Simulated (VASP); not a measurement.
Method: PBEsol GGA, VASP's PBE PAW potentials (set 64) (plane waves; VASP).

A VASP calculation is set up with these files.

**INCAR**
```
! general
SYSTEM =SnO
PREC   =Accurate
ENCUT  =520
LREAL  =.False.   ! projection in real space or not
LASPH  =.True.   ! aspherical one-centre terms

! electronic loop
EDIFF  =1E-6
NELM   =100   ! most electronic steps
ALGO   =Normal
LMAXMIX=4

! smearing
ISMEAR =1   ! Methfessel-Paxton
SIGMA  =0.1   ! width (eV)

! functional
GGA    =PS   ! PBEsol

! ions
IBRION =2
NSW    =60
ISIF   =3   ! ions, shape and volume
EDIFFG =-0.02   ! ionic stop

! output
LWAVE  =.False.
LCHARG =.False.
```

File KPOINTS:
```
Regular mesh
0
Gamma
  7 7 6
```

**POSCAR**
```
SnO
1
    3.7966282810     0.0000000000     0.0000000000
    0.0000000000     3.7966282810     0.0000000000
    0.0000000000     0.0000000000     4.6931706143
Sn O
2 2
Direct
  0.5000000000   0.0000000000   0.7516123959
  0.0000000000   0.5000000000   0.2483876041
  0.5000000000   0.5000000000   0.0000000000
  0.0000000000   0.0000000000   0.0000000000
```

POTCAR, in this order: Sn_d O (PBE.64 set). Program: vasp_std.

Output of the run:

### OSZICAR
```
       N       E                     dE             d eps       ncg     rms          rms(c)
DAV:   1     0.398622636164E+03    0.39862E+03   -0.20892E+04  1944   0.259E+03
DAV:   2     0.275340946085E+02   -0.37109E+03   -0.36521E+03  2088   0.584E+02
DAV:   3    -0.253971865144E+02   -0.52931E+02   -0.52318E+02  2320   0.192E+02
DAV:   4    -0.273672804357E+02   -0.19701E+01   -0.19687E+01  2168   0.417E+01
DAV:   5    -0.274239503782E+02   -0.56670E-01   -0.56663E-01  2520   0.716E+00    0.108E+01
DAV:   6    -0.242691395213E+02    0.31548E+01   -0.21261E+01  3256   0.505E+01    0.463E+00
DAV:   7    -0.242425230354E+02    0.26616E-01   -0.20027E+00  2160   0.922E+00    0.247E+00
DAV:   8    -0.242321347803E+02    0.10388E-01   -0.53934E-01  2832   0.514E+00    0.101E+00
DAV:   9    -0.242089800600E+02    0.23155E-01   -0.16260E-01  2952   0.400E+00    0.238E-01
DAV:  10    -0.242109979758E+02   -0.20179E-02   -0.21287E-02  2848   0.138E+00    0.226E-01
DAV:  11    -0.242097765707E+02    0.12214E-02   -0.72643E-03  2992   0.816E-01    0.240E-02
DAV:  12    -0.242098682333E+02   -0.91663E-04   -0.85159E-04  2080   0.180E-01    0.476E-02
DAV:  13    -0.242098486738E+02    0.19559E-04   -0.52095E-05  3016   0.735E-02    0.193E-02
DAV:  14    -0.242098419251E+02    0.67487E-05   -0.32468E-05  2336   0.437E-02    0.419E-03
DAV:  15    -0.242098421983E+02   -0.27325E-06   -0.37465E-06  1896   0.132E-02
   1 F= -.24209842E+02 E0= -.24209657E+02  d E =-.242098E+02
       N       E                     dE             d eps       ncg     rms          rms(c)
DAV:   1    -0.242102867970E+02   -0.44487E-03   -0.54171E-01  2240   0.467E+00    0.210E-01
DAV:   2    -0.242113118978E+02   -0.10251E-02   -0.16686E-02  3064   0.130E+00    0.103E-01
DAV:   3    -0.242111564926E+02    0.15541E-03   -0.35891E-04  2448   0.198E-01    0.525E-02
DAV:   4    -0.242111107688E+02    0.45724E-04   -0.10815E-04  2952   0.110E-01    0.904E-03
DAV:   5    -0.242111122197E+02   -0.14509E-05   -0.19994E-05  2128   0.476E-02    0.435E-03
DAV:   6    -0.242111121581E+02    0.61622E-07   -0.16543E-06  1328   0.129E-02
   2 F= -.24211112E+02 E0= -.24210962E+02  d E =-.126996E-02
       N       E                     dE             d eps       ncg     rms          rms(c)
DAV:   1    -0.242111128187E+02   -0.59895E-06   -0.11467E-03  2248   0.218E-01    0.925E-03
DAV:   2    -0.242111151731E+02   -0.23545E-05   -0.36829E-05  3096   0.599E-02    0.498E-03
DAV:   3    -0.242111148190E+02    0.35409E-06   -0.59594E-07  1112   0.949E-03
   3 F= -.24211115E+02 E0= -.24210969E+02  d E =-.127262E-02
       N       E                     dE             d eps       ncg     rms          rms(c)
DAV:   1    -0.242257696804E+02   -0.14655E-01   -0.52438E-01  2880   0.966E+00    0.769E-01
DAV:   2    -0.242144459277E+02    0.11324E-01   -0.54956E-02  2568   0.246E+00    0.254E-01
DAV:   3    -0.242124922132E+02    0.19537E-02   -0.49062E-03  2552   0.144E+00    0.110E-01
DAV:   4    -0.242121062406E+02    0.38597E-03   -0.15219E-03  2744   0.680E-01    0.289E-02
DAV:   5    -0.242120863769E+02    0.19864E-04   -0.36294E-04  2672   0.200E-01    0.151E-02
DAV:   6    -0.242120789751E+02    0.74018E-05   -0.23241E-05  3056   0.525E-02    0.794E-03
DAV:   7    -0.242120778892E+02    0.10860E-05   -0.26673E-06  1544   0.210E-02    0.258E-03
DAV:   8    -0.242120782079E+02   -0.31871E-06   -0.17065E-06  1384   0.120E-02
   4 F= -.24212078E+02 E0= -.24212053E+02  d E =-.963389E-03
       N       E                     dE             d eps       ncg     rms          rms(c)
DAV:   1    -0.242176728386E+02   -0.55949E-02   -0.20829E-01  2912   0.605E+00    0.485E-01
DAV:   2    -0.242131663023E+02    0.45065E-02   -0.21507E-02  2568   0.154E+00    0.160E-01
DAV:   3    -0.242123882367E+02    0.77807E-03   -0.19159E-03  2544   0.905E-01    0.695E-02
DAV:   4    -0.242122331615E+02    0.15508E-03   -0.59746E-04  2728   0.428E-01    0.179E-02
DAV:   5    -0.242122238222E+02    0.93393E-05   -0.14517E-04  2672   0.127E-01    0.945E-03
DAV:   6    -0.242122205361E+02    0.32861E-05   -0.93940E-06  2800   0.335E-02    0.497E-03
DAV:   7    -0.242122199019E+02    0.63414E-06   -0.92995E-07  1072   0.134E-02
   5 F= -.24212220E+02 E0= -.24212277E+02  d E =-.110508E-02
       N       E                     dE             d eps       ncg     rms          rms(c)
DAV:   1    -0.242136483069E+02   -0.14278E-02   -0.51836E-02  2328   0.242E+00    0.219E-01
DAV:   2    -0.242127048896E+02    0.94342E-03   -0.42464E-03  2432   0.672E-01    0.956E-02
DAV:   3    -0.242125062103E+02    0.19868E-03   -0.44221E-04  2424   0.388E-01    0.444E-02
DAV:   4    -0.242124576877E+02    0.48523E-04   -0.11820E-04  2936   0.172E-01    0.124E-02
DAV:   5    -0.242124555116E+02    0.21761E-05   -0.37361E-05  2704   0.710E-02    0.627E-03
DAV:   6    -0.242124546811E+02    0.83044E-06   -0.59867E-06  1888   0.221E-02
   6 F= -.24212455E+02 E0= -.24212516E+02  d E =-.234779E-03
       N       E                     dE             d eps       ncg     rms          rms(c)
DAV:   1    -0.242234438897E+02   -0.10988E-01   -0.46528E-01  2312   0.727E+00    0.651E-01
DAV:   2    -0.242150700943E+02    0.83738E-02   -0.37784E-02  2432   0.199E+00    0.285E-01
DAV:   3    -0.242132821067E+02    0.17880E-02   -0.38436E-03  2400   0.114E+00    0.131E-01
DAV:   4    -0.242128638080E+02    0.41830E-03   -0.10422E-03  2968   0.511E-01    0.361E-02
DAV:   5    -0.242128534555E+02    0.10353E-04   -0.32427E-04  2696   0.212E-01    0.185E-02
DAV:   6    -0.242128476281E+02    0.58274E-05   -0.56610E-05  2784   0.662E-02    0.602E-03
DAV:   7    -0.242128478073E+02   -0.17922E-06   -0.53689E-06  2104   0.191E-02
   7 F= -.24212848E+02 E0= -.24212921E+02  d E =-.627905E-03
       N       E                     dE             d eps       ncg     rms          rms(c)
DAV:   1    -0.242140575791E+02   -0.12100E-02   -0.11509E-01  2768   0.363E+00    0.256E-01
DAV:   2    -0.242132283174E+02    0.82926E-03   -0.53885E-03  2672   0.861E-01    0.119E-01
DAV:   3    -0.242128980821E+02    0.33024E-03   -0.56223E-04  2384   0.485E-01    0.450E-02
DAV:   4    -0.242128606511E+02    0.37431E-04   -0.17130E-04  2912   0.161E-01    0.133E-02
DAV:   5    -0.242128613459E+02   -0.69475E-06   -0.29263E-05  2624   0.812E-02    0.503E-03
DAV:   6    -0.242128611123E+02    0.23358E-06   -0.22431E-06  1176   0.238E-02
   8 F= -.24212861E+02 E0= -.24212929E+02  d E =-.133050E-04
       N       E                     dE             d eps       ncg     rms          rms(c)
DAV:   1    -0.242132212861E+02   -0.35994E-03   -0.27164E-02  2792   0.178E+00    0.124E-01
DAV:   2    -0.242130263088E+02    0.19498E-03   -0.12401E-03  2680   0.425E-01    0.577E-02
DAV:   3    -0.242129475755E+02    0.78733E-04   -0.13746E-04  2384   0.238E-01    0.215E-02
DAV:   4    -0.242129373201E+02    0.10255E-04   -0.41856E-05  2904   0.762E-02    0.656E-03
DAV:   5    -0.242129360836E+02    0.12365E-05   -0.62975E-06  2088   0.377E-02    0.243E-03
DAV:   6    -0.242129359706E+02    0.11294E-06   -0.46413E-07   984   0.109E-02
   9 F= -.24212936E+02 E0= -.24213007E+02  d E =-.881634E-04
```

**OUTCAR**
```
------------------------ aborting loop because EDIFF is reached ----------------------------------------
  FORCE on cell =-STRESS in cart. coord.  units (eV):
  Direction    XX          YY          ZZ          XY          YZ          ZX
  --------------------------------------------------------------------------------------
  Total        0.0076893      0.0076893      0.0375740      0.0000000      0.0000000      0.0000000
  in kB        0.1795974      0.1795974      0.8776122      0.0000000      0.0000000      0.0000000
  external PRESSURE =       0.4122690 kB  Pullay stress =       0.0000000 kB
  volume of cell :       68.60
      direct lattice vectors                 reciprocal lattice vectors
     3.808640175  0.000000000  0.000000000     0.262560902  0.000000000  0.000000000
     0.000000000  3.808640175 -0.000000000     0.000000000  0.262560902  0.000000000
     0.000000000 -0.000000000  4.728849530     0.000000000  0.000000000  0.211467925
 POSITION                                       TOTAL-FORCE (eV/Angst)
 -----------------------------------------------------------------------------------
      1.90432     -0.00000      3.57501         0.000000      0.000000     -0.001670
      0.00000      1.90432      1.15384        -0.000000     -0.000000      0.001670
      1.90432      1.90432     -0.00000        -0.000000      0.000000      0.000000
      0.00000      0.00000     -0.00000         0.000000     -0.000000      0.000000
 -----------------------------------------------------------------------------------
    total drift:                                0.000000      0.000000      0.000000
  FREE ENERGIE OF THE ION-ELECTRON SYSTEM (eV)
  ---------------------------------------------------
  free  energy   TOTEN  =       -24.2129359706 eV

  energy  without entropy=      -24.2131479471  energy(sigma->0) =      -24.21300663

 reached required accuracy - stopping structural energy minimisation
```
(Selected blocks of OUTCAR.)

### CONTCAR
```
SnO
   1.00000000000000
     3.8086401745624654    0.0000000000000000    0.0000000000000000
     0.0000000000000000    3.8086401745624654   -0.0000000000000000
     0.0000000000000000   -0.0000000000000000    4.7288495295032558
  Sn              O
     2     2
Direct
     0.5000000000000000    0.0000000000000000    0.7559990603411607
     0.0000000000000000    0.5000000000000000    0.2440009396588393
     0.5000000000000000    0.5000000000000000    0.0000000000000000
     0.0000000000000000    0.0000000000000000    0.0000000000000000
```

Without a dispersion term in the relaxation, distances and binding between the weakly bound layers, chains or molecules are unreliable, and so is what depends on them.

The compound is SnO in the litharge structure. This run relaxes it. Symmetry was kept, so distortions that lower it aren't found. The start is the result of an earlier pass.
